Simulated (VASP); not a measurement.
Input of a VASP 6.6.1 run:

Contents of INCAR:

```
SYSTEM = H2CS2
PREC = Accurate
ENCUT = 520
EDIFF = 1E-7
ISMEAR = -1
SIGMA = 0.05
LREAL = Auto
LASPH = .TRUE.
NELM = 80
ALGO = Normal
ISIF = 2
LWAVE = .FALSE.
LCHARG = .FALSE.
GGA = PE
IVDW = 12
NBANDS = 75
```

Contents of KPOINTS:

```
regular mesh
0
G
  1 1 1
  0 0 0
```

POSCAR

```
H2CS2
1.0
    8.8874880000      0.0000000000      0.0000000000
    0.0000000000      8.8874880000      0.0000000000
    0.0000000000      0.0000000000      8.8874880000
H S C
12 12 6
Direct
    0.0717075511      0.9660097431      0.2663069700
   -0.0103066243      0.9666848495      0.2689398849
    0.5205407872      0.2080452879      0.6771879748
    0.5956351221      0.2354208523      0.7054861846
    0.1566134323      0.1897048975      0.0310098872
    0.1130578179      0.1424812050      0.0807652286
    0.9520237889      0.2184981853      0.7868027501
    0.9224991359      0.1635895317      0.7201134899
    0.7340994441      1.0021504389      0.4188360086
    0.8243836729      0.9890983819      0.3964224762
    0.8712473086      0.7839785550      1.0742968092
    0.9473205477      0.7638378809      1.0932785507
    0.2561691223      0.6420486869      0.1966809969
    0.1968160182      0.5185042163     -0.1254460203
    0.5660879655      0.8719224150      0.1621718083
    0.6420599386      0.8674442092     -0.1766078334
    0.4758262402      0.2777837787      0.3837867348
    0.4832974177      0.2251479833      0.0429705222
    0.5486139616      0.5592131320      0.7400516321
    0.7629714943      0.6197364205      0.4635843109
    0.2250354656      0.9630955339      0.8019138816
    0.3477585567      0.8651938546      0.4786954424
    1.0493628796      0.3599329754      0.4013395011
    0.8259814247      0.3229934038      0.1458229817
    0.2271845543      0.5817166785      0.0337328163
    0.5895141574      0.8810025960     -0.0089114044
    0.4809120417      0.2537387392      0.2160790541
    0.6451316728      0.5857785687      0.5919557922
    0.2849061512      0.9124175470      0.6392132400
    0.9269098310      0.3414688155      0.2891030626
```

Potentials or basis: VASP PAW PBE potentials, release 64 (H, S, C).

Command:

```bash
$ cat potpaw_PBE.64/H/POTCAR potpaw_PBE.64/S/POTCAR potpaw_PBE.64/C/POTCAR > POTCAR
$ mpirun -np 1 vasp_gam > vasp.out
```

Problem. Predict the dispersion energy per atom.

Solution. -0.085 eV.

Problem. Predict the band gap on the k mesh.

Solution. 2.75 eV, direct.

Problem. Estimate the pressure.

Solution. 0.4 GPa.

Forces in eV/Å, atoms in the order of the input:
```
H    0.810  0.005  0.024
H   -0.678  0.022 -0.018
H    0.113 -0.063  0.108
H   -0.081 -0.081  0.007
H    0.573  0.618 -0.608
H   -0.596 -0.589  0.631
H   -0.522 -0.914 -1.117
H    0.477  0.928  1.123
H    1.715 -0.198 -0.367
H   -1.792  0.292  0.541
H   -1.077  0.242 -0.300
H    1.090 -0.330  0.247
S   -0.123 -0.194 -0.535
S   -0.166 -0.100 -0.415
S   -0.366 -0.083  0.951
S   -0.317  0.778  0.546
S   -0.077  0.372  2.585
S   -0.173  0.351 -0.094
S    0.528 -0.179 -1.616
S   -1.049 -0.079  0.601
S    0.712 -0.661 -2.094
S   -0.570  0.445  1.454
S    2.778  0.307  3.175
S   -0.131  0.070  0.502
C    0.069  0.146  0.851
C    1.042 -0.421 -1.226
C   -0.146 -0.372 -2.784
C    0.375 -0.105  0.753
C   -0.187  0.278  0.726
C   -2.231 -0.485 -3.653
```

Expect the measured gap to be larger: semilocal functionals such as PBE lack the derivative discontinuity.
